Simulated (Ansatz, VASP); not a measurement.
# Two plane-wave programs on CuRu4

```
Cu Ru
1.0
     4.09806    0.00000    0.00000
    -2.04903    3.54902    0.00000
     0.00000    0.00000    7.36625
Cu Ru
1 4
Direct
  0.00000 0.00000 0.00000
  0.33333 0.66667 0.50000
  0.66667 0.33333 0.50000
  0.00000 0.00000 0.32048
  0.00000 0.00000 0.67952
```

Alike in both runs: functional PBE; k mesh 6 × 6 × 4; occupations gaussian, width 0.1 eV; no spin polarisation.

Ansatz relaxed the structure, and its values are those at the end. VASP's run is a single point on that final structure, the one shown.

|  | VASP | Ansatz |
| --- | --- | --- |
| version | VASP 6.6.1 | Ansatz 0.2.0 |
| potentials or method | VASP PAW PBE potentials, release 64 (Cu, Ru_pv) | scalar-relativistic, plane waves, PAW |
| plane-wave cutoff (eV) | 520 | 420 |
| valence electrons in the cell | 67 | 83 |

Ansatz gave:

* gap on the k mesh at the Fermi level (eV): none
* pressure (GPa): -0.1
* rms of the force components (eV/Å): 0.004

What did VASP give for the same quantities?

gap on the k mesh at the Fermi level (eV): none; pressure (GPa): 0.0; rms of the force components (eV/Å): 0.028.

A gap of «none» marks a metal or a gap that the smearing closes. The two sets of potentials don't hold the same shells in valence.
